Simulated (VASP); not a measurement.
# Be4TeSe3 (P-43m) in VASP: a series of runs

Aim: see how the results for Be4TeSe3 move with the level of theory and the settings. Levels: PBE, r2SCAN. Tasks: relaxation of cell and atoms, single point.

Everything below comes from runs of VASP 6.6.1. Logs are shortened: lines on timing, memory, paths and dates and some standing lists are left out, and cuts for length are marked.

### Step 1. The crystal as given

Symmetry: P-43m, No. 215, cubic system. Conventional cell: a = 5.314 Å, b = 5.314 Å, c = 5.314 Å, α = 90.00°, β = 90.00°, γ = 90.00°. Around Be (site symmetry 3m) lie 3 Se at 2.27 Å and 1 Te at 2.39 Å. Around Te (site symmetry -43m) lie 4 Be at 2.39 Å. Around Se (site symmetry -42m) lie 4 Be at 2.27 Å.

The cell was built by a generator and needn't be a form met in nature.

### Step 2. Relaxation of cell and atoms, PBE

Input file INCAR:

```
SYSTEM = Be4TeSe3
PREC = Accurate
ENCUT = 520
EDIFF = 1E-6
ISMEAR = 0
SIGMA = 0.03
LREAL = .False.
LASPH = .True.
NELM = 120
ALGO = Normal
ISIF = 3
LWAVE = .False.
LCHARG = .False.
GGA = PE
IBRION = 2
NSW = 90
EDIFFG = -0.01
KPAR = 2
```

Input file KPOINTS:

```
regular mesh
0
Gamma
  6 6 6
  0 0 0
```

Input file POSCAR:

```
Be4TeSe3
1.0
    5.3140000000      0.0000000000      0.0000000000
    0.0000000000      5.3140000000      0.0000000000
    0.0000000000      0.0000000000      5.3140000000
Be Te Se
4 1 3
Direct
    0.2403086200      0.2403086200      0.2403086200
    0.7596913800      0.7596913800      0.2403086200
    0.7596913800      0.2403086200      0.7596913800
    0.2403086200      0.7596913800      0.7596913800
    0.5000000000      0.5000000000      0.5000000000
    0.5000000000      0.0000000000      0.0000000000
    0.0000000000      0.5000000000      0.0000000000
    0.0000000000      0.0000000000      0.5000000000
```

Potentials or basis: VASP PAW PBE potentials, release 64 (Be, Te, Se).

Command:

```
$ cat potpaw_PBE.64/Be/POTCAR potpaw_PBE.64/Te/POTCAR potpaw_PBE.64/Se/POTCAR > POTCAR
$ mpirun -np 2 vasp_std > vasp.out
```

OUTCAR:

```text
SYSTEM = Be4TeSe3
   PREC = Accurate
   ENCUT = 520
   EDIFF = 1E-6
   ISMEAR = 0
   LREAL = .False.
   LASPH = .True.
   NELM = 120
   ISIF = 3
   GGA = PE
   IBRION = 2
   NSW = 90
   EDIFFG = -0.01

 ion  position               nearest neighbor table
   1  0.240  0.240  0.240-   6 2.27   7 2.27   8 2.27   5 2.39
   2  0.760  0.760  0.240-   6 2.27   7 2.27   8 2.27   5 2.39
   3  0.760  0.240  0.760-   6 2.27   7 2.27   8 2.27   5 2.39
   4  0.240  0.760  0.760-   6 2.27   7 2.27   8 2.27   5 2.39
   5  0.500  0.500  0.500-   1 2.39   2 2.39   3 2.39   4 2.39
   6  0.500  0.000  0.000-   1 2.27   2 2.27   3 2.27   4 2.27
   7  0.000  0.500  0.000-   1 2.27   2 2.27   3 2.27   4 2.27
   8  0.000  0.000  0.500-   1 2.27   2 2.27   3 2.27   4 2.27

  LATTYP: Found a simple cubic cell.
 ALAT       =     5.3140000000

  Lattice vectors:

 A1 = (   5.3140000000,   0.0000000000,   0.0000000000)
 A2 = (   0.0000000000,   5.3140000000,   0.0000000000)
 A3 = (   0.0000000000,   0.0000000000,   5.3140000000)

Analysis of symmetry for initial positions (statically):
=====================================================================
 Subroutine PRICEL returns:
 Original cell was already a primitive cell.

 Routine SETGRP: Setting up the symmetry group for a
 simple cubic supercell.

 Subroutine GETGRP returns: Found 24 space group operations
 (whereof 24 operations were pure point group operations)
 out of a pool of 48 trial point group operations.

The static configuration has the point symmetry T_d .

Analysis of symmetry for dynamics (positions and initial velocities):
=====================================================================
 Subroutine PRICEL returns:
 Original cell was already a primitive cell.

 Routine SETGRP: Setting up the symmetry group for a
 simple cubic supercell.

[... 176 lines left out ...]
  energy-cutoff  :      520.00
  volume of cell :      150.06
      direct lattice vectors                 reciprocal lattice vectors
     5.314000000  0.000000000  0.000000000     0.188182160  0.000000000  0.000000000
     0.000000000  5.314000000  0.000000000     0.000000000  0.188182160  0.000000000
     0.000000000  0.000000000  5.314000000     0.000000000  0.000000000  0.188182160

 POSITION                                       TOTAL-FORCE (eV/Angst)
 -----------------------------------------------------------------------------------
      1.27700      1.27700      1.27700        -0.008855     -0.008855     -0.008855
      4.03700      4.03700      1.27700         0.008855      0.008855     -0.008855
      4.03700      1.27700      4.03700         0.008855     -0.008855      0.008855
      1.27700      4.03700      4.03700        -0.008855      0.008855      0.008855
      2.65700      2.65700      2.65700        -0.000000      0.000000     -0.000000
      2.65700      0.00000      0.00000        -0.000000     -0.000000     -0.000000
      0.00000      2.65700      0.00000        -0.000000      0.000000     -0.000000
      0.00000      0.00000      2.65700        -0.000000      0.000000     -0.000000
 -----------------------------------------------------------------------------------
    total drift:                               -0.000000     -0.000000     -0.000000

  FREE ENERGIE OF THE ION-ELECTRON SYSTEM (eV)
  ---------------------------------------------------
  free  energy   TOTEN  =       -33.9557079345 eV

  energy  without entropy=      -33.9557079345  energy(sigma->0) =      -33.95570793

--------------------------------------- Ionic step        2  -------------------------------------------

 number of electron      31.9999992 magnetization

 Free energy of the ion-electron system (eV)
  ---------------------------------------------------
  ext. energy  EPLUGINS =         0.00000000
  ---------------------------------------------------
  free energy    TOTEN  =       -33.95601854 eV

  energy without entropy =      -33.95601854  energy(sigma->0) =      -33.95601854

 E-fermi :   3.9456     XC(G=0):  -9.2478

 val. band max:        3.7748565583   @ k =   0.0000   0.0000   0.0000
 cond. band min:       5.8411283864   @ k =   0.0000   0.0000   0.0000
 fundamental gap:      2.0662718281
 Fermi energy:         3.9455643721

 k-point     1 :       0.0000    0.0000    0.0000
  band No.  band energies     occupation
      1      -9.7994      2.00000
      2      -8.4547      2.00000
      3      -8.4547      2.00000
      4      -6.4997      2.00000
      5      -1.3096      2.00000
      6      -1.3096      2.00000
[... 469 lines left out ...]
     20       8.4534      0.00000
     21       9.1667      0.00000

------------------------ aborting loop because EDIFF is reached ----------------------------------------

  FORCE on cell =-STRESS in cart. coord.  units (eV):
  Direction    XX          YY          ZZ          XY          YZ          ZX
  --------------------------------------------------------------------------------------
  -------------------------------------------------------------------------------------
  Total        0.0293427      0.0293427      0.0293427     -0.0000000      0.0000000     -0.0000000
  in kB        0.3143470      0.3143470      0.3143470     -0.0000000      0.0000000     -0.0000000
  external PRESSURE =       0.3143470 kB  Pullay stress =       0.0000000 kB

 VOLUME and BASIS-vectors are now :
 -----------------------------------------------------------------------------
  energy-cutoff  :      520.00
  volume of cell :      149.56
      direct lattice vectors                 reciprocal lattice vectors
     5.308035505 -0.000000000  0.000000000     0.188393616  0.000000000 -0.000000000
    -0.000000000  5.308035505  0.000000000     0.000000000  0.188393616  0.000000000
     0.000000000 -0.000000000  5.308035505     0.000000000  0.000000000  0.188393616

 POSITION                                       TOTAL-FORCE (eV/Angst)
 -----------------------------------------------------------------------------------
      1.27514      1.27514      1.27514        -0.005453     -0.005453     -0.005453
      4.03290      4.03290      1.27514         0.005453      0.005453     -0.005453
      4.03290      1.27514      4.03290         0.005453     -0.005453      0.005453
      1.27514      4.03290      4.03290        -0.005453      0.005453      0.005453
      2.65402      2.65402      2.65402        -0.000000     -0.000000      0.000000
      2.65402      5.30804      5.30804         0.000000     -0.000000      0.000000
      5.30804      2.65402      5.30804        -0.000000     -0.000000      0.000000
      5.30804     -0.00000      2.65402        -0.000000     -0.000000      0.000000
 -----------------------------------------------------------------------------------
    total drift:                               -0.000000     -0.000000     -0.000000

  FREE ENERGIE OF THE ION-ELECTRON SYSTEM (eV)
  ---------------------------------------------------
  free  energy   TOTEN  =       -33.9560185429 eV

  energy  without entropy=      -33.9560185429  energy(sigma->0) =      -33.95601854

 reached required accuracy - stopping structural energy minimisation
```

It took 26 s on 2 MPI ranks of Intel Xeon Platinum 8559C (Emerald Rapids), shared host; peak memory 0.27 GiB.

Results:

```yaml
Free_energy: -33.9560 eV
Relaxed_volume: 18.69 Å³/atom
Relaxed_cell: a = 5.308 Å, b = 5.308 Å, c = 5.308 Å, α = 90.00°, β = 90.00°, γ = 90.00°
Space_group_after_relaxing_to_0.05_Å: P-43m (No. 215)
Energy_gained_by_relaxing: 0.0 meV/atom
Ionic_steps: 2
Pressure_after_relaxing: 0.0 GPa
Largest_force_after_relaxing: 0.009 eV/Å
Band_gap_on_the_k_mesh: 2.07 eV, direct
```

Forces in eV/Å, atoms in the order of the input:
```
Be  -0.005 -0.005 -0.005
Be   0.005  0.005 -0.005
Be   0.005 -0.005  0.005
Be  -0.005  0.005  0.005
Te   0.000  0.000  0.000
Se   0.000  0.000  0.000
Se   0.000  0.000  0.000
Se   0.000  0.000  0.000
```

Step by step:
```csv
step,energy change (eV),largest force (eV/Å),pressure (GPa),volume (Å³)
1,0.0000,0.0153,-0.20,150.06
2,-0.0003,0.0094,0.03,149.56
```

Final structure:
```xyz
8
Lattice="5.3080 0.0000 0.0000 0.0000 5.3080 0.0000 0.0000 0.0000 5.3080" Properties=species:S:1:pos:R:3 pbc="T T T"
Be    1.2751    1.2751    1.2751
Be    4.0329    4.0329    1.2751
Be    4.0329    1.2751    4.0329
Be    1.2751    4.0329    4.0329
Te    2.6540    2.6540    2.6540
Se    2.6540    5.3080    5.3080
Se    5.3080    2.6540    5.3080
Se    5.3080    0.0000    2.6540
```

Levels at points of the mesh, in eV from the valence-band top:
```csv
k point,band 13,band 14,band 15,band 16,band 17,band 18,band 19,band 20
"(0.00, 0.00, 0.00)",-2.59,0.00,0.00,0.00,2.07,2.44,2.44,3.69
"(0.50, 0.00, 0.00)",-2.01,-2.01,-1.33,-1.33,3.19,3.51,5.01,5.31
"(0.50, 0.50, 0.00)",-1.71,-1.45,-0.85,-0.85,4.40,4.40,4.43,5.07
"(0.50, 0.50, 0.50)",-1.40,-0.56,-0.56,-0.56,3.52,3.52,3.52,4.68
```

Caveat: spin-orbit coupling is left out, which moves the levels of the heavy elements. A k mesh can miss the band edges.

(Part 1 of 2 ends here.)
